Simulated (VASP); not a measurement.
# MgZnO2 (space group R-3m): computed properties

Level of theory: PBEsol GGA, VASP's PBE PAW potentials (set 64) (plane waves; VASP).

```yaml
space_group: R-3m (166)
cell: a = b = 3.006 Å, c = 14.625 Å, α = β = 90.00°, γ = 120.00°
volume_per_atom: 9.54 Å^3/atom
band gap (over mesh and band path): 2.55 eV
smallest direct gap (over mesh and band path): 2.88 eV
band_edge_character_without_spin_orbit_coupling: indirect, T to Γ
band_gap_with_spin_orbit_coupling: 2.55 eV
density: 5.30 g/cm³
```

```cif
data_Mg3O6Zn3
_chemical_formula_sum 'Mg3 Zn3 O6'
_space_group_name_H-M_alt 'R-3m :H'
_space_group_IT_number 166
_space_group_name_Hall '-R 3 2"'
_cell_length_a 3.00578
_cell_length_b 3.00578
_cell_length_c 14.62516
_cell_angle_alpha 90.000
_cell_angle_beta 90.000
_cell_angle_gamma 120.000
loop_
_atom_site_label
_atom_site_type_symbol
_atom_site_symmetry_multiplicity
_atom_site_Wyckoff_symbol
_atom_site_fract_x
_atom_site_fract_y
_atom_site_fract_z
_atom_site_occupancy
Mg1 Mg 3 a 0.00000 0.00000 0.00000 1
Zn1 Zn 3 b 0.00000 0.00000 0.50000 1
O1 O 6 c 0.00000 0.00000 0.25241 1
```
(The calculation used a cell of 4 atoms; values per cell refer to that cell.)

The structure comes from a computed database's MgZnO2 entry (R-3m); how it stands against other phases isn't given here. It was relaxed first. Symmetry was kept, so distortions that lower it aren't found.
